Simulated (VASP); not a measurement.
Energy against volume of Ti (hcp). Calculation: r2SCAN meta-GGA, VASP's PBE PAW potentials (set 64) (plane waves; VASP). Numerical set-up: 520 eV cut-off, 14×14×8 Γ-centred mesh, first-order Methfessel-Paxton smearing of 0.10 eV, potentials Ti_sv.

Shape and ions are relaxed at each volume.

| V (Å³/atom) | E (eV/atom) |
|---|---|
| 16.328 | -12.92704 |
| 16.849 | -12.94589 |
| 17.370 | -12.95160 |
| 17.891 | -12.94586 |

Task: Fit these four points and predict the energy of the run at 18.412 Å³/atom.

Result: A cubic in V^(−2/3), the third-order Birch-Murnaghan form, passes through the four points with V0 = 17.36 Å³/atom and B0 = 118 GPa, and gives -12.9301 eV/atom there. The run gave -12.9301 eV/atom, -0.0 meV/atom from the fit; all five points give B0 = 117 GPa.

The compound is Ti in the hcp structure. It was relaxed first.
